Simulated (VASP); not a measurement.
OSZICAR of a VASP run on CeO2 (fluorite):

### OSZICAR
```
       N       E                     dE             d eps       ncg     rms          rms(c)
DAV:   1     0.222675014888E+03    0.22268E+03   -0.11306E+04   664   0.161E+03
DAV:   2     0.529541750531E+01   -0.21738E+03   -0.18470E+03   772   0.276E+02
DAV:   3    -0.304402331892E+02   -0.35736E+02   -0.34036E+02   748   0.132E+02
DAV:   4    -0.317531620482E+02   -0.13129E+01   -0.13099E+01   948   0.231E+01
DAV:   5    -0.318486491801E+02   -0.95487E-01   -0.95468E-01   964   0.533E+00    0.269E+01
DAV:   6    -0.310236918512E+02    0.82496E+00   -0.69445E+01   936   0.469E+01    0.340E+01
DAV:   7    -0.286701555553E+02    0.23535E+01   -0.57243E+01   960   0.100E+02    0.181E+01
DAV:   8    -0.278637138808E+02    0.80644E+00   -0.30932E+00   784   0.119E+01    0.134E+01
DAV:   9    -0.263223498099E+02    0.15414E+01   -0.38359E+00   916   0.178E+01    0.288E+00
DAV:  10    -0.262793829213E+02    0.42967E-01   -0.28521E-01   852   0.351E+00    0.159E+00
DAV:  11    -0.262218525290E+02    0.57530E-01   -0.19198E-01   804   0.588E+00    0.331E+00
DAV:  12    -0.262226555785E+02   -0.80305E-03   -0.34514E-02  1000   0.240E+00    0.178E+00
DAV:  13    -0.262211608427E+02    0.14947E-02   -0.59636E-03   928   0.489E-01    0.102E+00
DAV:  14    -0.262302149465E+02   -0.90541E-02   -0.10219E-01   680   0.423E+00    0.179E+00
DAV:  15    -0.262191951009E+02    0.11020E-01   -0.13990E-02  1068   0.132E+00    0.109E+00
DAV:  16    -0.262146140085E+02    0.45811E-02   -0.33762E-03   696   0.844E-01    0.614E-01
DAV:  17    -0.262132808592E+02    0.13331E-02   -0.20057E-03   952   0.569E-01    0.252E-01
DAV:  18    -0.262131800958E+02    0.10076E-03   -0.28815E-04   804   0.194E-01    0.115E-01
DAV:  19    -0.262131817004E+02   -0.16046E-05   -0.29861E-05  1028   0.274E-02    0.509E-02
DAV:  20    -0.262131820085E+02   -0.30810E-06   -0.15197E-06   620   0.148E-02
   1 F= -.26213182E+02 E0= -.26213182E+02  d E =-.572486E-13
```

Which electronic solver shows in the log?

It is blocked Davidson (ALGO = Normal, or the opening steps of other solvers). The INCAR had ALGO = Normal.

How was spin treated?

Without spin polarisation: there is no mag entry.

Can the final energy be trusted as converged?

The calculation finished and met its thresholds. It stopped with EDIFF = 1E-6, NELM = 100 (PBE GGA, plane waves, VASP's PBE PAW potentials (set 64)).

The compound is CeO2 in the fluorite structure. The cell was not relaxed at this level. The run is one of a series of settings (NBANDS = 20 against the base run), some of them coarse on purpose. The run is not spin-polarised, so no magnetic state was tried.
